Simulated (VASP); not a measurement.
These are PBE GGA with D3 dispersion (Becke-Johnson damping), VASP's PBE PAW potentials (set 64) (plane waves; VASP) values and carry that method's errors.

Input for VASP

File KPOINTS:
```
kpoints
0
gamma
  9 9 9
0 0 0
```

**INCAR**
```
LASPH = T
LMAXMIX = 4
IVDW = 12
ISMEAR = -5   ! tetrahedra, Bloechl
LORBIT = 11   ! lm-projected
EDIFF = 1E-7
LREAL = F   ! projection in real space or not
ISIF = 2   ! forces and stress, cell fixed
ALGO = Normal
GGA = PE   ! PBE
NEDOS = 601   ! DOS grid
PREC = Accurate
ENCUT = 520
SYSTEM = CuI
LCHARG = T
NELM = 100   ! most electronic steps
LWAVE = F
```

File POSCAR:
```
CuI
4.2244540
  0.0000000000   0.7071067013   0.7071067013
  0.7071067013   0.0000000000   0.7071067013
  0.7071067013   0.7071067013   0.0000000000
Cu I
1 1
Cart
  0.0000000000   0.0000000000   0.0000000000
  0.3535533507   0.3535533507   0.3535533507
```

POTCAR, in this order: Cu I (PBE.64 set). Program: vasp_std.

The resulting files:

File OUTCAR:
```
 ion  position               nearest neighbor table
   1  0.000  0.000  0.000-   2 2.59   2 2.59   2 2.59   2 2.59
   2  0.250  0.250  0.250-   1 2.59   1 2.59   1 2.59   1 2.59
  LATTYP: Found a face centered cubic cell.
 ALAT       =     5.9742794658
 Subroutine PRICEL returns:
 Original cell was already a primitive cell.
 Subroutine GETGRP returns: Found 24 space group operations
The static configuration has the point symmetry T_d .
The dynamic configuration has the point symmetry T_d .
 Subroutine INISYM returns: Found 24 space group operations
 Subroutine IBZKPT returns following result:
 Found     35 irreducible k-points:

 Following reciprocal coordinates:
            Coordinates               Weight
  0.000000  0.000000  0.000000      1.000000
  0.111111  0.000000  0.000000      8.000000
  0.222222  0.000000  0.000000      8.000000
  0.333333  0.000000  0.000000      8.000000
  0.444444  0.000000  0.000000      8.000000
  0.111111  0.111111  0.000000      6.000000
  0.222222  0.111111  0.000000     24.000000
  0.333333  0.111111  0.000000     24.000000
  0.444444  0.111111  0.000000     24.000000
 -0.444444  0.111111  0.000000     24.000000
 -0.333333  0.111111  0.000000     24.000000
 -0.222222  0.111111  0.000000     24.000000
 -0.111111  0.111111  0.000000     12.000000
  0.222222  0.222222  0.000000      6.000000
  0.333333  0.222222  0.000000     24.000000
  0.444444  0.222222  0.000000     24.000000
 -0.444444  0.222222  0.000000     24.000000
 -0.333333  0.222222  0.000000     24.000000
 -0.222222  0.222222  0.000000     12.000000
  0.333333  0.333333  0.000000      6.000000
  0.444444  0.333333  0.000000     24.000000
 -0.444444  0.333333  0.000000     24.000000
 -0.333333  0.333333  0.000000     12.000000
  0.444444  0.444444  0.000000      6.000000
...
```

File OSZICAR:
```
       N       E                     dE             d eps       ncg     rms          rms(c)
DAV:   1     0.108200633952E+03    0.10820E+03   -0.79308E+03   910   0.148E+03
DAV:   2     0.246657065678E+01   -0.10573E+03   -0.99601E+02   920   0.269E+02
DAV:   3    -0.550313933617E+01   -0.79697E+01   -0.78462E+01  1241   0.837E+01
DAV:   4    -0.577611784218E+01   -0.27298E+00   -0.27280E+00  1070   0.141E+01
DAV:   5    -0.578698057947E+01   -0.10863E-01   -0.10862E-01  1362   0.290E+00    0.565E+00
DAV:   6    -0.570377610821E+01    0.83204E-01   -0.38994E+00   966   0.580E+01    0.367E+00
DAV:   7    -0.554261082874E+01    0.16117E+00   -0.88144E-01   995   0.346E+01    0.185E+00
DAV:   8    -0.554535944433E+01   -0.27486E-02   -0.56209E-02  1370   0.415E+00    0.511E-01
DAV:   9    -0.554170330598E+01    0.36561E-02   -0.17659E-02  1133   0.429E+00    0.146E-01
DAV:  10    -0.554187938618E+01   -0.17608E-03   -0.83412E-04  1100   0.274E-01    0.715E-02
DAV:  11    -0.554192479202E+01   -0.45406E-04   -0.45332E-04  1143   0.673E-01    0.327E-02
DAV:  12    -0.554192132146E+01    0.34706E-05   -0.45733E-05  1425   0.145E-01    0.296E-02
DAV:  13    -0.554191993990E+01    0.13816E-05   -0.22600E-06  1400   0.312E-02    0.179E-02
DAV:  14    -0.554191868717E+01    0.12527E-05   -0.89363E-06  1268   0.988E-02    0.313E-03
DAV:  15    -0.554191912751E+01   -0.44034E-06   -0.15524E-06   965   0.799E-03    0.503E-03
DAV:  16    -0.554191909646E+01    0.31051E-07   -0.38618E-08   560   0.226E-03
   1 F= -.62612273E+01 E0= -.62612273E+01  d E =0.000000E+00
```

File OUTCAR:
```
------------------------ aborting loop because EDIFF is reached ----------------------------------------
 Edisp (eV)   -0.71931
  FORCE on cell =-STRESS in cart. coord.  units (eV):
  Direction    XX          YY          ZZ          XY          YZ          ZX
  --------------------------------------------------------------------------------------
  Total      -0.01878    -0.01878    -0.01878    -0.00000     0.00000    -0.00000
  in kB      -0.56431    -0.56431    -0.56431    -0.00000     0.00000    -0.00000
  external pressure =       -0.56 kB  Pullay stress =        0.00 kB
  volume of cell :       53.31
      direct lattice vectors                 reciprocal lattice vectors
     0.000000000  2.987139733  2.987139733    -0.167384202  0.167384202  0.167384202
     2.987139733  0.000000000  2.987139733     0.167384202 -0.167384202  0.167384202
     2.987139733  2.987139733  0.000000000     0.167384202  0.167384202 -0.167384202
  FREE ENERGIE OF THE ION-ELECTRON SYSTEM (eV)
  ---------------------------------------------------
  free  energy   TOTEN  =        -6.2612273471 eV

  energy  without entropy=       -6.2612273471  energy(sigma->0) =       -6.26122735

 total charge

# of ion       s       p       d       tot
------------------------------------------
    1        0.342   0.288   9.329   9.958
    2        1.492   2.773   0.060   4.325
--------------------------------------------------
tot          1.834   3.061   9.389  14.284
```
(Selected blocks of OUTCAR.)

**OUTCAR**
```
 val. band max:        4.9186645857   @ k =   0.0000   0.0000   0.0000

 cond. band min:       6.1841797093   @ k =   0.0000   0.0000   0.0000


 Fermi energy:         4.9584745386

 k-point     1 :       0.0000    0.0000    0.0000
  band No.  band energies     occupation
      1      -9.3299      2.00000
      2       1.0754      2.00000
      3       1.0754      2.00000
      4       1.0754      2.00000
      5       2.8786      2.00000
      6       2.8786      2.00000
      7       4.9187      2.00000
      8       4.9187      2.00000
      9       4.9187      2.00000
     10       6.1842      0.00000
     11       9.7422      0.00000
     12       9.7422      0.00000
     13       9.7422      0.00000

 k-point     2 :       0.1111    0.0000    0.0000
  band No.  band energies     occupation
      1      -9.2660      2.00000
      2       0.8384      2.00000
      3       1.0815      2.00000
      4       1.0815      2.00000
      5       2.8729      2.00000
      6       2.8729      2.00000
      7       4.3430      2.00000
      8       4.8151      2.00000
      9       4.8151      2.00000
     10       6.7917      0.00000
     11       9.6723      0.00000
     12       9.9297      0.00000
     13       9.9298      0.00000

 k-point     3 :       0.2222    0.0000    0.0000
  band No.  band energies     occupation
      1      -9.0955      2.00000
      2       0.2357      2.00000
      3       1.0946      2.00000
      4       1.0946      2.00000
      5       2.8671      2.00000
      6       2.8671      2.00000
      7       3.6525      2.00000
      8       4.5748      2.00000
      9       4.5748      2.00000
     10       7.2555      0.00000
     11      10.2091      0.00000
     12      10.2681      0.00000
     13      10.2681      0.00000

 k-point     4 :       0.3333    0.0000    0.0000
  band No.  band energies     occupation
      1      -8.8837      2.00000
      2      -0.4420      2.00000
      3       1.1050      2.00000
...
```

Unless said otherwise, spin-orbit coupling is left out, though it shifts the bands of the heavy elements here.

The compound is CuI in the zinc blende structure. It was relaxed first.
